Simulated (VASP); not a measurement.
Data:

```
CELL_PARAMETERS angstrom
      0.00000     2.78103     2.78103
      2.78103     0.00000     2.78103
      2.78103     2.78103     0.00000
ATOMIC_POSITIONS crystal
  Zn 0.00000 0.00000 0.00000
  Se 0.25000 0.25000 0.25000
```

Method: HSE06 screened hybrid, VASP's PBE PAW potentials (set 64) (plane waves; VASP). Settings: 520 eV cut-off, 6×6×6 Γ-centred mesh, Gaussian smearing of 0.050 eV, potentials Zn Se.

Task: Give the stress tensor in GPa (positive for a compressed cell).

Result: 
```
5.42  0.00  0.00
0.00  5.42  0.00
0.00  0.00  5.42
```
The pressure is its mean diagonal, 5.42 GPa.

The compound is ZnSe in the zinc blende structure. This cell is one point of a volume scan, at 0.91 of the reference volume. The cell's shape comes from a PBE relaxation.
